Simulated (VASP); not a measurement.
Level of theory: LDA (Ceperley-Alder, Perdew-Zunger), VASP's LDA PAW potentials (set 64) (plane waves; VASP).

VASP ran on this input.

File KPOINTS:
```
Automatic mesh
0
Gamma
7 7 7
0 0 0
```

### POSCAR
```
Al3Sc
1
    4.0303545130    -0.0000000000    -0.0000000000
   -0.0000000000     4.0303545130     0.0000000000
   -0.0000000000     0.0000000000     4.0303545130
Sc Al
1 3
Direct
  0.0000000000   0.0000000000   0.0000000000
  0.0000000000   0.5000000000   0.5000000000
  0.5000000000   0.0000000000   0.5000000000
  0.5000000000   0.5000000000   0.0000000000
```

**INCAR**
```
! general
SYSTEM   =  Al3Sc
PREC     =  Accurate
ENCUT    =  400
LREAL    =  F
LASPH    =  T

! electronic loop
EDIFF    =  1E-6
NELM     =  100
ALGO     =  Normal
LMAXMIX  =  4

! smearing
ISMEAR   =  1
SIGMA    =  0.1

! ions
IBRION   =  2
NSW      =  60
ISIF     =  3
EDIFFG   =  -0.02

! output
LWAVE    =  F
LCHARG   =  F
```

POTCAR, in this order: Sc_sv Al (LDA.64 set). Program: vasp_std.

### Question
What does the run give for the energy per atom (σ→0), volume per atom, band gap (on the k-mesh)?

### Answer

| Item | Result |
|---|---|
| energy per atom (σ→0) | -513.5 kJ/mol-atom |
| band gap (on the k-mesh) | none (metal, semimetal or under 0.01 eV) |
| volume per atom | 16.42 Å³/atom |

### OSZICAR
```
...
   1 F= -.21288213E+02 E0= -.21287818E+02  d E =-.212882E+02
       N       E                     dE             d eps       ncg     rms          rms(c)
DAV:   1    -0.212894721610E+02   -0.12594E-02   -0.32685E-02   686   0.303E+00    0.283E-01
DAV:   2    -0.212884101595E+02    0.10620E-02   -0.78325E-03   864   0.130E+00    0.525E-02
DAV:   3    -0.212883115498E+02    0.98610E-04   -0.36384E-04   986   0.168E-01    0.332E-02
DAV:   4    -0.212882844077E+02    0.27142E-04   -0.65775E-05   718   0.103E-01    0.148E-02
DAV:   5    -0.212882837408E+02    0.66687E-06   -0.30185E-06   626   0.176E-02
   2 F= -.21288284E+02 E0= -.21287887E+02  d E =-.711090E-04
```

The compound is Al3Sc in the L1_2 structure. This run relaxes it. Symmetry was kept, so distortions that lower it aren't found. The start is the result of an earlier pass.
